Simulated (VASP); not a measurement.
Set up this calculation in VASP 6.6.1, as the native input.

- Task: single point
- Functional: PBE
- Potentials or basis: VASP PAW PBE potentials, release 64 (Ba_sv, Y_sv)
- Cutoff: 520 eV
- k mesh: 7 × 7 × 7
- Occupations: fermi-dirac, width 0.1237 eV
- Spin: no spin polarisation
- Dipole correction: no
- Further INCAR settings: ALGO = Normal; EDIFF = 1e-06; NBANDS = 28

The structure of Ba3Y lies in POSCAR:

```
Ba3Y
1.0
    5.1479670000      0.0000000000      0.0000000000
    0.0000000000      5.1479670000      0.0000000000
    0.0000000000      0.0000000000      5.1479670000
Ba Y
3 1
Direct
    0.0000000000      0.5000000000      0.5000000000
    0.5000000000      0.0000000000      0.5000000000
    0.5000000000      0.5000000000      0.0000000000
    0.0000000000      0.0000000000      0.0000000000
```

The cell was built by a generator and needn't be a form met in nature.

These files were run (other wordings do the same):

INCAR

```
PREC     = Accurate       # precision mode
ENCUT    = 520            # plane-wave cutoff, eV
EDIFF    = 1E-6           # SCF threshold, eV
ISMEAR   = -1             # smearing method
SIGMA    = 0.1237         # smearing width, eV
LREAL    = F              # projectors in reciprocal space
LASPH    = T              # aspherical terms in the spheres
NELM     = 60             # most SCF steps
ALGO     = Normal         # electronic algorithm
ISIF     = 2              # what is computed and relaxed
LWAVE    = F              # write WAVECAR
LCHARG   = F              # write CHGCAR
GGA      = PE             # functional
NBANDS   = 28             # bands
```

KPOINTS

```
regular mesh
0
Gamma
  7 7 7
```

Potentials or basis: VASP PAW PBE potentials, release 64 (Ba_sv, Y_sv).

Command:

```sh
$ cat potpaw_PBE.64/Ba_sv/POTCAR potpaw_PBE.64/Y_sv/POTCAR > POTCAR
$ mpirun -np 1 vasp_std > vasp.out
```

Results of the run:

The pressure is 9.5 GPa and the band gap on the k mesh is none (metal or under the smearing width).

Run time: 64 s on 1 thread of Intel(R) Xeon(R) Platinum 8488C (Sapphire Rapids) (shared host), peak memory 0.28 GiB.
